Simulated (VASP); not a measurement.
Input:

```
CELL_PARAMETERS angstrom
      0.00000     3.20645     3.29158
      3.19370     0.00000     3.29158
      3.19370     3.20645     0.00000
ATOMIC_POSITIONS crystal
  Na 0.00000 0.00000 0.00000
  I  0.48676 0.51324 0.51324
```

Level of theory: PBE GGA, VASP's PBE PAW potentials (set 64) (plane waves; VASP). Numerical set-up: 400 eV cut-off, 5×5×5 Γ-centred mesh, Gaussian smearing of 0.050 eV, potentials Na_pv I.

Gaps are read on the run's mesh, which can miss a band edge. Unless said otherwise, spin-orbit coupling is left out, though it shifts the bands of the heavy elements here.

Problem. Predict the energy per atom (σ→0), band gap (on the k-mesh) with the smallest direct gap where there is one.

Solution. 
- band gap (on the k-mesh): 3.64 eV
- smallest direct gap (on the k-mesh): 3.64 eV
- energy per atom (σ→0): -2.688 eV/atom

The absolute energy has meaning only against runs of the same code, potentials and settings.

The compound is NaI in the rock salt structure. The cell was not relaxed at this level, atoms are displaced from their ideal sites. The run is one of a series of settings (KPOINTS 5×5×5 Γ-centred mesh against the base run), some of them coarse on purpose.
